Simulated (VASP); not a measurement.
Input:

```xyz
2
Lattice="0.0000 3.5477 3.5477 3.5477 0.0000 3.5477 3.5477 3.5477 0.0000" Properties=species:S:1:pos:R:3 pbc="T T T"
Ba     0.0000     0.0000     0.0000
Te     3.5477     3.5477     3.5477
```

These are PBE GGA with D3 dispersion (zero damping), VASP's PBE PAW potentials (set 64) (plane waves; VASP) values and carry that method's errors. Numerical set-up: 520 eV cut-off, 7×7×7 Γ-centred mesh, Gaussian smearing of 0.050 eV, potentials Ba_sv Te.

Predict the energy per atom (σ→0).

```json
{
 "energy per atom (σ→0)": "-4.494 eV/atom"
}
```

The absolute energy has meaning only against runs of the same code, potentials and settings.

The compound is BaTe in the rock salt structure. This cell is one point of a volume scan, at 1.03 of the reference volume.
